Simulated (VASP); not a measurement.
Input:

```yaml
crystal:
  lattice:
    - [-1.78806, 1.78806, 3.59875]
    - [1.78806, -1.78806, 3.59875]
    - [1.78806, 1.78806, -3.59875]
  atoms:
    - { symbol: Si, position: [0.00000, 0.00000, 0.00000] }
    - { symbol: Cu, position: [0.75000, 0.25000, 0.50000] }
    - { symbol: Cu, position: [0.25000, 0.75000, 0.50000] }
    - { symbol: Cu, position: [0.50000, 0.50000, 0.00000] }
```

All values below come from PBEsol GGA, VASP's PBE PAW potentials (set 64) (plane waves; VASP). Numerical set-up: 400 eV cut-off, Gaussian smearing of 0.050 eV, potentials Si Cu.

### Question
Estimate the band gap (along the path) with the smallest direct gap where there is one.

### Answer

band gap (along the path): none (metal, semimetal or under 0.01 eV)

The structure comes from a computed database's Cu3Si entry (I4/mmm); how it stands against other phases isn't given here. It was relaxed first. The electron count is odd and the run is not spin-polarised, which forces a metal.
